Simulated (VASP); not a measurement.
The system is CdS.

```xyz
2
Lattice="0.0000 2.9165 2.9165 2.9165 0.0000 2.9165 2.9165 2.9165 0.0000" Properties=species:S:1:pos:R:3 pbc="T T T"
Cd    0.0000    0.0000    0.0000
S     1.4583    1.4583    1.4583
```

| Quantity | Value |
| --- | --- |
| Program | VASP 6.6.1 |
| Task | relaxation of cell and atoms |
| Functional | PBE |
| Potentials or basis | VASP PAW PBE potentials, release 64 (Cd, S) |
| Cutoff | 520 eV |
| k mesh | 10 × 10 × 10 |
| Occupations | gaussian, width 0.02 eV |
| Spin | no spin polarisation |

At the start: pressure 3.2 GPa; volume 24.81 Å³/atom.

Task: Where does the relaxation end?

Result: Over 3 steps the energy falls by 12.9 meV/atom and the volume is 26.16 Å³/atom (+5.4 %); space group F-43m (No. 216, to 0.05 Å).

The path:
| step | energy change (eV) | largest force (eV/Å) | pressure (GPa) | volume (Å³) |
| --- | --- | --- | --- | --- |
| 1 | 0.0000 | 0.0000 | 3.21 | 49.62 |
| 2 | -0.0230 | 0.0000 | -0.93 | 53.27 |
| 3 | -0.0258 | 0.0000 | 0.01 | 52.31 |

Final structure:
```cif
data_structure
_symmetry_space_group_name_H-M 'P 1'
_symmetry_Int_Tables_number 1
_cell_length_a 4.1980
_cell_length_b 4.1980
_cell_length_c 4.1980
_cell_angle_alpha 60.000
_cell_angle_beta 60.000
_cell_angle_gamma 60.000
_cell_volume 52.31
loop_
_atom_site_label
_atom_site_type_symbol
_atom_site_fract_x
_atom_site_fract_y
_atom_site_fract_z
_atom_site_occupancy
Cd1 Cd 0.00000 0.00000 0.00000 1
S1 S 0.25000 0.25000 0.25000 1
```
